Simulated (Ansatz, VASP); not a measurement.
# CuBW (CuBW in the AlB2 type): VASP beside Ansatz, part 2 of 2

Aim: how closely do two programs agree when they are given the same cell, functional and k mesh? The cell is generated by rule, not measured, and may not be a known phase. The cell is taken from a series of runs on this material, whose earlier steps may have relaxed, scaled, displaced or heated it; both programs get it as it stands.

VASP 6.6.1 and Ansatz 0.2.0.

So far: Starting point; Ansatz: relaxation of cell and atoms, PBE; VASP: relaxation of cell and atoms, PBE; Side by side.

### Step 5. VASP: zone-centre phonons, PBE

Level of this step: PBE; plane waves and PAW (W, B, Cu); invented cell (VASP).

Second derivatives magnify differences that forces hide, and they need a tight electronic threshold.

Input file INCAR:

```
SYSTEM = CuBW
PREC = Accurate
ENCUT = 600
EDIFF = 1E-08
NELM = 120
ISMEAR = 1
SIGMA = 0.2
LREAL = .FALSE.
ALGO = Normal
GGA = PE
NBANDS = 16
LASPH = .TRUE.
LORBIT = 11
LWAVE = .FALSE.
LCHARG = .FALSE.
ISIF = 2
IBRION = 8
GGA_COMPAT = .FALSE.
KPAR = 2
```

Input file POSCAR:

```
CuBW
1.0
    3.4521936748     -0.0000029646      0.0000000000
   -1.7260942700      2.9896889035      0.0000000000
    0.0000000000      0.0000000000      3.2399422632
W B Cu
1 1 1
Direct
    0.0000000000      0.0000000000      0.0000000000
    0.3333333333      0.6666666667      0.5000000000
    0.6666666667      0.3333333333      0.5000000000
```

Input file KPOINTS:

```
Automatic mesh
0
Gamma
6 6 6
0 0 0
```

Potentials, in the order of the species: W, B and Cu (PBE family, release 64).

On the command line:

```
mpirun -np 2 vasp_std
```

Numbers of over 12 decimals in the logs are rounded to 6 here.

Output:

```text
[... set-up lines as in an earlier step ...]
 entering main loop
       N       E                     dE             d eps       ncg     rms          rms(c)
DAV:   1     0.100959814242E+03    0.10096E+03   -0.10148E+04   928   0.180E+03
DAV:   2    -0.194574155407E+02   -0.12042E+03   -0.11358E+03  1000   0.324E+02
DAV:   3    -0.271609495665E+02   -0.77035E+01   -0.75437E+01  1168   0.846E+01
DAV:   4    -0.273233616063E+02   -0.16241E+00   -0.16206E+00   992   0.119E+01
[...]
DAV:  16    -0.225404217880E+02   -0.21603E-07   -0.31985E-08   744   0.301E-03    0.430E-04
DAV:  17    -0.225404217731E+02    0.14870E-07   -0.10057E-08   496   0.445E-03    0.106E-04
DAV:  18    -0.225404217819E+02   -0.87439E-08   -0.32996E-09   464   0.790E-04
   1 F= -.22540422E+02 E0= -.22540757E+02  d E =0.100696E-02
 Linear response reoptimize wavefunctions to high precision
DAV:   1    -0.225404217835E+02   -0.16007E-08   -0.14101E-09   624   0.787E-04
DAV:   2    -0.225404217835E+02   -0.67757E-10   -0.37556E-10   464   0.198E-04
 Linear response DOF=           6
 Linear response progress:
[...]
RMM:  12    -0.240398778192E+00    0.31708E-07   -0.14985E-08  4024   0.149E-04    0.278E-05
RMM:  13    -0.240398595814E+00    0.18238E-06    0.15756E-08  3826   0.824E-05    0.219E-06
RMM:  14    -0.240398602643E+00   -0.68287E-08   -0.35766E-09  4438   0.295E-05    0.266E-06
 first order change of Fermi-energy   0.63425E-04
 force on displaced ion       3 direction 1 : -20.532   0.003   0.000
 Linear response progress:
  Degree of freedom:   6/  6
       N       E                     dE             d eps       ncg     rms          rms(c)
RMM:   1    -0.242510428744E+00   -0.24251E+00   -0.11544E-01  1643   0.474E+00
RMM:   2    -0.239859234714E+00    0.26512E-02   -0.10903E-02  1447   0.172E+00    0.221E-01
RMM:   3    -0.240151511569E+00   -0.29228E-03   -0.23294E-03  1623   0.432E-01    0.138E-01
RMM:   4    -0.240727400083E+00   -0.57589E-03   -0.10720E-03  1634   0.257E-01    0.229E-02
[...]
RMM:  14    -0.240586999082E+00    0.61629E-07    0.17921E-09  1757   0.874E-06    0.679E-07
RMM:  15    -0.240587012643E+00   -0.13561E-07   -0.70793E-10  1705   0.296E-06    0.340E-07
RMM:  16    -0.240587010613E+00    0.20293E-08   -0.16203E-09  1555   0.192E-06    0.163E-07
 first order change of Fermi-energy  -0.49849E-03
 force on displaced ion       3 direction 3 :   0.000  -0.000 -11.282
 Linear response finished
```

Parts of OUTCAR (step 5):

```text
  Total       -0.1687953     -0.1687953     -0.4523803      0.0000000      0.0000000      0.0000000
  in kB       -8.0874713     -8.0874713    -21.6748468      0.0000000      0.0000000      0.0000000
  external PRESSURE =     -12.6165965 kB  Pullay stress =       0.0000000 kB

 POSITION                                       TOTAL-FORCE (eV/Angst)
 -----------------------------------------------------------------------------------
      0.00000      0.00000      0.00000         0.000000     -0.000000      0.000000
      0.00000      1.99312      1.61997        -0.000000     -0.000000      0.000000
      1.72610      0.99656      1.61997         0.000000      0.000000      0.000000
 -----------------------------------------------------------------------------------
    total drift:                               -0.000003      0.000002      0.000000

[... 2 further parts left out ...]
```

### Step 6. Ansatz: zone-centre phonons, PBE

The same cell, functional, mesh and smearing now go to Ansatz, which takes its cutoff from its data sets.

The cell is taken from a series of runs on this material, whose earlier steps may have relaxed, scaled, displaced or heated it; both programs get it as it stands.

Input file input.yaml:

```yaml
crystal:
  lattice:
    - [3.4521936748, -2.9646e-06, 0.0]
    - [-1.72609427, 2.9896889035, 0.0]
    - [0.0, 0.0, 3.2399422632]
  atoms:
    - { symbol: W, position: [0.0, 0.0, 0.0] }
    - { symbol: B, position: [0.3333333333, 0.6666666667, 0.5] }
    - { symbol: Cu, position: [0.6666666667, 0.3333333333, 0.5] }
kpoints:
  mp_grid: { grid: [6, 6, 6] }
hamiltonian:
  xc: pbe
  pseudopotentials: { kind: paw, azcp: { folder: soft_1 } }
scf:
  occupations: { method: methfessel_paxton, width: 0.2 }
output:
  eigenvalues: true
phonons:
  method: dfpt
  qmesh: [2, 2, 2]
  temperatures: { t_max: 1000, t_step: 50 }
  qpath:
    path:
      - [[0.0, 0.0, 0.0], [0.5, 0.0, 0.0], [0.33333333, 0.33333333, 0.0], [0.0, 0.0, 0.0], [0.0, 0.0, 0.5], [0.5, 0.0, 0.5], [0.33333333, 0.33333333, 0.5], [0.0, 0.0, 0.5]]
      - [[0.5, 0.0, 0.5], [0.5, 0.0, 0.0]]
      - [[0.33333333, 0.33333333, 0.5], [0.33333333, 0.33333333, 0.0]]
    npoints: 10
```

On the command line:

```
ansatz run input.yaml --threads 4 --pin off --max-ram 12288MiB --backend cpu --events-out ev --progress --plain --runs-dir out
```

Output:

```text
[...]
largest difference from the sums on the solved wave vectors: F 1.13e-1 eV, S 1.63e-4 and C_V 4.93e-5 eV/K
  zero-point energy: 0.157895 eV/cell   skipped modes (ω ≤ 0): 106, of them read as no rigid motion or as one in doubt: 103 (1.782e-1 modes/cell left out, lowest -64.02 cm⁻¹)   left out of the sums: 1.98e-2 of the cell's modes: C_V's classical limit lies that fraction below 3 k_B per atom; for a crystal, a wire or a layer, F and S can be off by more, and a phonons.interpolated_qmesh denser along its periods is the remedy for the sampling
[key lines of the parts left out:]
SCF converged after 10 iterations
Free energy (F): -17166.171444 eV
Fermi energy:    19.092711 eV
```

### Step 7. Comparison

What differs besides the data sets and the points named for the pairs above, as far as they apply: VASP's run holds the zone centre alone; the data sets hold 36 valence electrons in Ansatz (on its PAW soft_1 files) and 20 in VASP. Total energies have different zeros and are not compared.

The two programs side by side:

```tsv
quantity	Ansatz	VASP	difference
optical mode 1 (cm⁻¹)	134.6	117.6	+14.45 %
optical mode 2 to 3 (cm⁻¹)	238.6	235.8	+1.18 %
optical mode 4 (cm⁻¹)	264.3	259.2	+1.96 %
optical mode 5 to 6 (cm⁻¹)	615.4	615.2	+0.04 %
```

Modes are paired by rising frequency, not by their patterns, so a pair may set unlike modes beside each other; they are those without the splitting of longitudinal modes.

### Step 8. What the set-up changes

Further runs change the set-up of one program: Ansatz's method, potentials or start, or VASP's data sets, cutoff or form of LDA. The table gives Ansatz less VASP for each quantity, since a change that brings one quantity closer may part another.

```tsv
run	optical mode 1 (%)	optical mode 2 to 3 (%)	optical mode 4 (%)	optical mode 5 to 6 (%)
as above	14	1.2	2.0	0.037
VASP with the data sets W_sv, B and Cu_sv_GW and a cutoff of 700 eV	-3.0	-0.32	-0.47	-0.16
```

### Step 9. Summary of results

```yaml
difference_in_edge_c_after_relaxation_in_the_typed_setting_relaxation_of_cell_and_atoms_pbe: 0.54 %
r_m_s_difference_of_the_optical_zone_centre_modes_each_program_s_sorted_by_frequency_zone_centre_phonons_pbe: 7.4 cm⁻¹
difference_in_optical_mode_1_zone_centre_phonons_pbe: +14.4 %
```

What this shows: The difference in edge c after relaxation, in the typed setting is 0.54 % (relaxation of cell and atoms, PBE), within the 1.2 % picked in this series as the mark of a large difference, as far as the stopping tolerances let one tell. The data sets hold unlike numbers of valence electrons (36 in Ansatz and 20 in VASP), so part of the differences comes from the potentials. Among the rows given in per cent, the largest difference of the zone-centre phonons, PBE pair is in optical mode 1, +14.4 %. Zone-centre phonons, PBE, VASP with the data sets W_sv, B and Cu_sv_GW and a cutoff of 700 eV: the difference in optical mode 1 goes from 14 to -3.0 %; the difference in optical mode 2 to 3 goes from 1.2 to -0.32 %; the difference in optical mode 4 goes from 2.0 to -0.47 %; the difference in optical mode 5 to 6 goes from 0.037 to -0.16 %. 1 further run of this series is not shown here. How closely two codes agree says nothing of how well the functional describes the real material.

[Lines on the potential files, build, host, timing and source positions are cut from VASP's logs without a mark.]

[Logs are printed without paths, hosts, clocks, repeated set-up lines and the standing remarks that a program may print on its own settings, such as how far it seeks lower states.]

[Hosts, paths, dates, database ids (printed as entryN), source tags and the programs' standing remarks are cut or masked in the printed files.]
